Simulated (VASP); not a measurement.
VASP ran on this input.

**KPOINTS**
```
Automatic
0
gamma
 7 7 7
0 0 0
```

INCAR:
```
SYSTEM  =  Li2S
PREC  =  Accurate; ENCUT  =  520; LREAL  =  .FALSE.
LASPH  =  .TRUE.
EDIFF  =  1E-7; NELM  =  100; ALGO  =  Normal
ISMEAR  =  0; SIGMA  =  0.05
GGA  =  ML; LUSE_VDW  =  .TRUE.; AGGAC  =  0.0
ZAB_VDW  =  -1.8867
ISIF  =  2
LWAVE  =  .FALSE.; LCHARG  =  .FALSE.
```

**POSCAR**
```
Li2S
1
    0.0000000000     2.8176475155     2.8176475155
    2.8176475155     0.0000000000     2.8176475155
    2.8176475155     2.8176475155     0.0000000000
Li S
2 1
Direct
  0.2500000000   0.2500000000   0.2500000000
  0.7500000000   0.7500000000   0.7500000000
  0.0000000000   0.0000000000   0.0000000000
```

POTCAR, in this order: Li_sv S (PBE.64 set). Program: vasp_std.

Problem. Translate this vdW-DF2 calculation to Quantum ESPRESSO's pw.x.

Solution. One equivalent input (not run):
```
&CONTROL
  calculation = 'scf'
  pseudo_dir = './pseudo'
  outdir = './out'
  tprnfor = .true.
  tstress = .true.
/
&SYSTEM
  ibrav = 0
  nat = 3
  ntyp = 2
  ecutwfc = 74
  occupations = 'smearing'
  smearing = 'gaussian'
  degauss = 0.003675
  input_dft = 'vdw-df2'
/
&ELECTRONS
  conv_thr = 7.3e-09
  electron_maxstep = 100
/
ATOMIC_SPECIES
  Li 6.940 Li.upf
  S 32.060 S.upf
CELL_PARAMETERS angstrom
     0.0000000    2.8176475    2.8176475
     2.8176475    0.0000000    2.8176475
     2.8176475    2.8176475    0.0000000
ATOMIC_POSITIONS crystal
  Li   0.2500000  0.2500000  0.2500000
  Li   0.7500000  0.7500000  0.7500000
  S    0.0000000  0.0000000  0.0000000
K_POINTS automatic
  7 7 7 0 0 0
```
The two are equivalent in intent, not identical: the potentials are each code's own (VASP's PAW set, PseudoDojo norm-conserving files in pw.x), so ENCUT and ecutwfc are chosen apart and not converted; conv_thr bounds pw.x's estimated SCF error, while EDIFF bounds the energy change between steps.

The compound is Li2S in the antifluorite structure. This cell is one point of a volume scan, at 0.94 of the reference volume.
